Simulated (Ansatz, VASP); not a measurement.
# One calculation of BaSc2C2, two programs

File INCAR:

```
ALGO = Normal
EDIFF = 1E-6
EDIFFG = -0.04
ENCUT = 600
GGA = PE
IBRION = 2
ISIF = 3
ISMEAR = 0
LASPH = True
LCHARG = False
LREAL = False
LWAVE = False
NELM = 100
NSW = 90
PREC = Accurate
SIGMA = 0.1
```

File KPOINTS:

```
k-points
0
Gamma
  4 4 4
```

Contents of POSCAR:

```
BaSc2C2
1.0
    4.3068027700      0.0000000000      0.0000000000
    0.0000000000      4.3068027700      0.0000000000
    0.0000000000      0.0000000000      5.9133505400
Ba Sc C
1 2 2
Direct
    0.0000000000      0.0000000000      0.0000000000
    0.5000000000      0.0000000000      0.5000000000
    0.0000000000      0.5000000000      0.5000000000
    0.5000000000      0.5000000000      0.8027901100
    0.5000000000      0.5000000000      0.1972098900
```

Input for Ansatz:

```yaml
crystal:
  lattice:
    - [4.30680277, 0.0, 0.0]
    - [0.0, 4.30680277, 0.0]
    - [0.0, 0.0, 5.91335054]
  atoms:
    - { symbol: Ba, position: [0.0, 0.0, 0.0] }
    - { symbol: Sc, position: [0.5, 0.0, 0.5] }
    - { symbol: Sc, position: [0.0, 0.5, 0.5] }
    - { symbol: C, position: [0.5, 0.5, 0.80279011] }
    - { symbol: C, position: [0.5, 0.5, 0.19720989] }
basis:
  ecutwfc: 420
kpoints:
  mp_grid: { grid: [4, 4, 4] }
hamiltonian:
  xc: pbe
scf:
  occupations: { method: gaussian, width: 0.1 }
  lower_state_search: "off"
output:
  forces: true
  stress: true
  eigenvalues: true
relax:
  adjacent_minimum: "off"
  f_tol: 0.04
  max_steps: 70
  cell: { stress_tol: 0.4 }
```

Change from the starting cell: species swapped into the CeMg2Si2 type (P4/mmm, No. 123).

Alike in both runs: task relaxation of cell and atoms; functional PBE; k mesh 4 × 4 × 4; occupations gaussian, width 0.1 eV; no spin polarisation.

```csv
,VASP,Ansatz
version,VASP 6.6.1,Ansatz 0.2.0
potentials or method,"VASP PAW PBE potentials, release 64 (Ba_sv, Sc_sv, C)","scalar-relativistic, plane waves, PAW"
plane-wave cutoff (eV),600,420
valence electrons in the cell,40,40
```

Ansatz gave:

```
gap on the k mesh at the Fermi level, each at its own relaxed structure (eV) : none
relaxed volume (Å³/atom)                                                     : 22.02
relaxed cell length with the largest relative difference (Å)                 : 6.056
energy change over the relaxation (meV/atom)                                 : -668
```

Question: Which values does VASP return?

Answer: gap on the k mesh at the Fermi level, each at its own relaxed structure (eV): none; relaxed volume (Å³/atom): 17.28; relaxed cell length with the largest relative difference (Å): 4.916; energy change over the relaxation (meV/atom): -441.

A gap of «none» marks a metal or a gap that the smearing closes. One of these differences is far larger than is usual between the two programs; its cause wasn't traced.

Caveats: the k mesh is coarse (spacing up to 0.36 Å⁻¹), so the values aren't converged; the volume moved by over 15 % at a fixed basis, so the end points are rough (VASP). The runs have no spin-orbit coupling, so splittings on Ba are missing.
